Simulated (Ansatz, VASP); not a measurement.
# InSbAs2 (CuAu-ordered zincblende type (invented)): VASP beside Ansatz, part 2 of 2

One calculation is typed for both programs; each brings its own data sets. How far apart do they land? The cell is generated by rule, not measured, and may not be a known phase. The cell is taken from a series of runs on this material, whose earlier steps may have relaxed, scaled, displaced or heated it; both programs get it as it stands.

VASP 6.6.1 and Ansatz 0.2.0.

So far: Starting point; VASP: relaxation of cell and atoms, PBEsol, pair 1; Ansatz: relaxation of cell and atoms, PBEsol, pair 1; Side by side.

## (5) VASP: relaxation of cell and atoms, PBEsol, pair 2

Level of this step: PBEsol; plane waves and PAW (In_d, Sb, As); invented cell (VASP).

The relaxed volume is the usual yardstick between codes: in a stiff, nearly cubic crystal its relative difference is about their pressure difference at one cell divided by the bulk modulus.

Contents of INCAR:

```
SYSTEM = InSbAs2
PREC = Accurate
ENCUT = 500
EDIFF = 1E-07
NELM = 120
ISMEAR = 0
SIGMA = 0.1
LREAL = .FALSE.
ALGO = Normal
GGA = PS
NBANDS = 20
LORBIT = 11
LWAVE = .FALSE.
LCHARG = .FALSE.
ISIF = 3
IBRION = 2
NSW = 80
EDIFFG = -0.005
LASPH = .TRUE.
GGA_COMPAT = .FALSE.
NELMIN = 4
KPAR = 2
```

Contents of POSCAR:

```
InSbAs2
1.0
    4.8283070000      0.0000000000      0.0000000000
    0.0000000000      4.8283070000      0.0000000000
    0.0000000000      0.0000000000      4.7626390000
In Sb As
1 1 2
Direct
    0.0000000000      0.0000000000      0.0000000000
    0.5000001036      0.5000001036      0.4999998950
    0.0000000000      0.5000001036      0.2606567493
    0.5000001036      0.0000000000      0.7393432507
```

Contents of KPOINTS:

```
Automatic mesh
0
Gamma
10 10 10
0 0 0
```

PAW data sets: In_d, Sb and As (PBE family, release 64).

Started as:

```console
mpirun -np 2 vasp_std
```

Numbers of over 12 decimals in the logs are rounded to 6 here.

Output:

```text
[banner, memory and clock lines left out]
running    2 mpi-ranks, on    1 nodes
[...]
[... a notice as in an earlier step ...]

 LDA part: xc-table for (Slater+PW92), standard interpolation
 POSCAR, INCAR and KPOINTS ok, starting setup
[...]
entering main loop
       N       E                     dE             d eps       ncg     rms          rms(c)
DAV:   1     0.190420728347E+03    0.19042E+03   -0.11321E+04  5044   0.127E+03
DAV:   2     0.109767551296E+01   -0.18932E+03   -0.18280E+03  5420   0.303E+02
DAV:   3    -0.169266018036E+02   -0.18024E+02   -0.17489E+02  6652   0.971E+01
DAV:   4    -0.175810848383E+02   -0.65448E+00   -0.65123E+00  6108   0.188E+01
[...]
DAV:  12    -0.172782862737E+02    0.13004E-05   -0.42090E-06  5824   0.131E-02    0.777E-03
DAV:  13    -0.172782858801E+02    0.39356E-06   -0.51344E-07  5840   0.664E-03    0.317E-03
DAV:  14    -0.172782859039E+02   -0.23795E-07   -0.21349E-08  3508   0.186E-03
   1 F= -.17278286E+02 E0= -.17275627E+02  d E =-.172783E+02
[... from here on, the cycles between the ionic steps are left out ...]
   2 F= -.17279929E+02 E0= -.17277179E+02  d E =-.164262E-02
   3 F= -.17280395E+02 E0= -.17277679E+02  d E =-.210937E-02
   4 F= -.17280512E+02 E0= -.17277791E+02  d E =-.116744E-03
   5 F= -.17280722E+02 E0= -.17277984E+02  d E =-.326958E-03
   6 F= -.17280744E+02 E0= -.17277997E+02  d E =-.348357E-03
   7 F= -.17280770E+02 E0= -.17278022E+02  d E =-.267315E-04
   8 F= -.17280794E+02 E0= -.17278044E+02  d E =-.502197E-04
   9 F= -.17280794E+02 E0= -.17278054E+02  d E =-.176527E-06
  10 F= -.17280802E+02 E0= -.17278058E+02  d E =-.849340E-05
[...]
reached required accuracy - stopping structural energy minimisation
```

From OUTCAR (step 5):

```text
  Total        0.0046608      0.0046608      0.0014546      0.0000000     -0.0000000      0.0000000
  in kB        0.0669335      0.0669335      0.0208892      0.0000000     -0.0000000      0.0000000
  external PRESSURE =       0.0515854 kB  Pullay stress =       0.0000000 kB

 POSITION                                       TOTAL-FORCE (eV/Angst)
 -----------------------------------------------------------------------------------
      0.00000      0.00000      0.00000         0.000000      0.000000      0.000000
      2.42704      2.42704      2.36746        -0.000000     -0.000000      0.000000
      0.00000      2.42704      1.22709         0.000000      0.000000     -0.000011
      2.42704      4.85407      3.50784         0.000000      0.000000      0.000011
 -----------------------------------------------------------------------------------
    total drift:                               -0.000110     -0.000110      0.000079

  FREE ENERGIE OF THE ION-ELECTRON SYSTEM (eV)
  ---------------------------------------------------
  free  energy   TOTEN  =       -17.2808023438 eV

  energy  without entropy=      -17.2753132574  energy(sigma->0) =      -17.27805780

[... 1 part as in an earlier step ...]

[... 3 further parts left out ...]
[key lines of the parts left out:]
E-fermi :   5.1901
```

## (6) Ansatz: relaxation of cell and atoms, PBEsol, pair 2

The same cell, functional, mesh and smearing now go to Ansatz, which takes its cutoff from its data sets.

The cell is taken from a series of runs on this material, whose earlier steps may have relaxed, scaled, displaced or heated it; both programs get it as it stands.

Contents of input.yaml:

```yaml
crystal:
  lattice:
    - [4.8283070696, 0.0, 0.0]
    - [0.0, 4.8283070696, 0.0]
    - [0.0, 0.0, 4.7626386024]
  atoms:
    - { symbol: In, position: [0.0, 0.0, 0.0] }
    - { symbol: Sb, position: [0.5, 0.5, 0.5] }
    - { symbol: As, position: [0.0, 0.5, 0.2606566754] }
    - { symbol: As, position: [0.5, 0.0, 0.7393433246] }
kpoints:
  mp_grid: { grid: [10, 10, 10] }
hamiltonian:
  xc: pbesol
scf:
  occupations: { method: gaussian, width: 0.1 }
output:
  forces: true
  stress: true
  eigenvalues: true
  write_density: true
  write_potential: true
  elf: true
  volumetric_format: npy
relax:
  adjacent_minimum: "off"
  f_tol: 0.005
  max_steps: 80
  cell: { stress_tol: 0.05 }
```

Started as:

```console
ansatz run input.yaml --threads 2 --pin off --max-ram 5120MiB --backend cpu --events-out ev --progress --plain --runs-dir out
```

Output:

```text
[...]
Crystal: 4 atoms, lattice volume = 111.029 Å³
Basis set: ecut = 420 eV, 2131 PW (Γ), exchange–correlation on 72×72×64 points (8 copies of the dense FFT grid, shifted against one another)
Bands: 35, of which v1, the nominal top of the filled ones, is band 29 counted from 1 (28 counted from 0)
Symmetry: 8 space group operations
[...]
--- Relaxed structure (5 steps of the walk, 5 accepted, 1 SCFs on fresh bases) ---
[...]
cell:  # Å, volume = 111.3540 Å³
    - [4.847594, 0.0, 0]
    - [0.0, 4.847594, 0.0]
    - [0, 0.0, 4.738636]
  atoms:
    - { symbol: In, position: [0, 0.0, 0] }
    - { symbol: Sb, position: [0.500000, 0.500000, 0.5] }
    - { symbol: As, position: [0, 0.500000, 0.259635] }
    - { symbol: As, position: [0.500000, 0.0, 0.740365] }
[key lines of the parts left out:]
SCF converged after 4 iterations
Free energy (F): -21559.054298 eV
Fermi energy:    8.651829 eV
P = ⅓ Tr σ = 0.0020 GPa (0.020 kbar)
```

## (7) Side by side

What differs besides the data sets and the points named for the pairs above, as far as they apply: the data sets hold 58 valence electrons in Ansatz (on its default PAW (the set named soft_2) files) and 28 in VASP. Total energies have different zeros and are not compared.

The two programs side by side:

| quantity | Ansatz | VASP | difference |
| --- | --- | --- | --- |
| volume (Å³) | 111.35 | 111.56 | -0.19 % |
| edge a after relaxation, in the typed setting (Å) | 4.848 | 4.854 | -0.13 % |
| edge c after relaxation, in the typed setting (Å) | 4.739 | 4.735 | +0.08 % |

## (8) What came out

```yaml
difference_in_edge_c_after_relaxation_in_the_typed_setting_relaxation_of_cell_and_atoms_pbesol_pair_1: 0.40 %
difference_in_volume_relaxation_of_cell_and_atoms_pbesol_pair_2: -0.19 %
```

The difference in edge c after relaxation, in the typed setting is 0.40 % (relaxation of cell and atoms, PBEsol, pair 1), within the 1.2 % picked in this series as the mark of a large difference, as far as the stopping tolerances let one tell. The data sets hold unlike numbers of valence electrons (58 in Ansatz and 28 in VASP), so part of the differences comes from the potentials. Such differences can come from data sets, numerical settings and the points named under the comparisons, not from the functional's error against experiment.

[Lines on the potential files, build, host, timing and source positions are cut from VASP's logs without a mark.]

[Logs are printed without paths, hosts, clocks, repeated set-up lines and the standing remarks that a program may print on its own settings, such as how far it seeks lower states.]

[Hosts, paths, dates, database ids (printed as entryN), source tags and the programs' standing remarks are cut or masked in the printed files.]
